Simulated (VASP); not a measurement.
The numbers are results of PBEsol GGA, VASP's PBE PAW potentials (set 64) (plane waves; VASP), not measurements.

Input for VASP

INCAR:
```
# general
SYSTEM  = W
PREC    = Accurate
ENCUT   = 500
LREAL   = F   # projection in real space or not
LASPH   = T   # aspherical one-centre terms

# electronic loop
EDIFF   = 1E-6   # SCF stop (eV)
NELM    = 100
ALGO    = Normal   # blocked Davidson
LMAXMIX = 6   # l cut-off of mixed one-centre charges

# smearing
ISMEAR  = 1   # Methfessel-Paxton
SIGMA   = 0.1   # width (eV)

# functional
GGA     = PS

# ions
IBRION  = 2
NSW     = 40   # most ionic steps
ISIF    = 3   # ions, shape and volume
EDIFFG  = -0.02   # ionic stop
PSTRESS = 200   # kbar

# output
LWAVE   = F
LCHARG  = F
```

File POSCAR:
```
W
1
   -1.5493094911     1.5493094911     1.5493094911
    1.5493094911    -1.5493094911     1.5493094911
    1.5493094911     1.5493094911    -1.5493094911
W
1
Direct
  0.0000000000   0.0000000000   1.0000000000
```

**KPOINTS**
```
Automatic mesh
0
Gamma
16 16 16
0 0 0
```

POTCAR, in this order: W_sv (PBE.64 set). Program: vasp_std.

What VASP printed:

### OSZICAR
```
       N       E                     dE             d eps       ncg     rms          rms(c)
DAV:   1     0.736368324370E+02    0.73637E+02   -0.77207E+03  3198   0.143E+03
DAV:   2    -0.128638930806E+02   -0.86501E+02   -0.83396E+02  3439   0.329E+02
DAV:   3    -0.143909174240E+02   -0.15270E+01   -0.15161E+01  3603   0.428E+01
DAV:   4    -0.143982784788E+02   -0.73611E-02   -0.73605E-02  3433   0.325E+00
DAV:   5    -0.143983316018E+02   -0.53123E-04   -0.53122E-04  3565   0.281E-01    0.244E+01
DAV:   6    -0.139011987979E+02    0.49713E+00   -0.52937E-01  3406   0.979E+00    0.102E+01
DAV:   7    -0.137637350732E+02    0.13746E+00   -0.28905E-01  3490   0.674E+00    0.489E-01
DAV:   8    -0.137584373152E+02    0.52978E-02   -0.41140E-03  3301   0.994E-01    0.915E-02
DAV:   9    -0.137584538050E+02   -0.16490E-04   -0.44030E-05  3588   0.892E-02    0.581E-02
DAV:  10    -0.137584529857E+02    0.81926E-06   -0.95062E-06  3490   0.454E-02
   1 F= -.11901530E+02 E0= -.11901347E+02  d E =-.119015E+02
```

### OUTCAR
```
------------------------ aborting loop because EDIFF is reached ----------------------------------------
  FORCE on cell =-STRESS in cart. coord.  units (eV):
  Direction    XX          YY          ZZ          XY          YZ          ZX
  --------------------------------------------------------------------------------------
  Total        1.8512438      1.8512438      1.8512438     -0.0000000     -0.0000000      0.0000000
  in kB      199.3882928    199.3882928    199.3882928     -0.0000000     -0.0000000      0.0000000
  external PRESSURE =      -0.6117072 kB  Pullay stress =     200.0000000 kB
  volume of cell :       14.88
      direct lattice vectors                 reciprocal lattice vectors
    -1.549309491  1.549309491  1.549309491     0.000000000  0.322724416  0.322724416
     1.549309491 -1.549309491  1.549309491     0.322724416  0.000000000  0.322724416
     1.549309491  1.549309491 -1.549309491     0.322724416  0.322724416  0.000000000
 POSITION                                       TOTAL-FORCE (eV/Angst)
 -----------------------------------------------------------------------------------
      0.00000      0.00000      0.00000         0.000000     -0.000000     -0.000000
 -----------------------------------------------------------------------------------
    total drift:                                0.000000     -0.000000     -0.000000
  FREE ENERGIE OF THE ION-ELECTRON SYSTEM (eV)
  ---------------------------------------------------
  free  energy   TOTEN  =       -13.7584529857 eV

  energy  without entropy=      -13.7579053711  energy(sigma->0) =      -13.75827045
  enthalpy is  TOTEN    =       -11.9015297579 eV   P V=        1.8569232278

 reached required accuracy - stopping structural energy minimisation
```
(Selected blocks of OUTCAR.)

The compound is W in the bcc structure. It was relaxed first under an external pressure of 20 GPa.
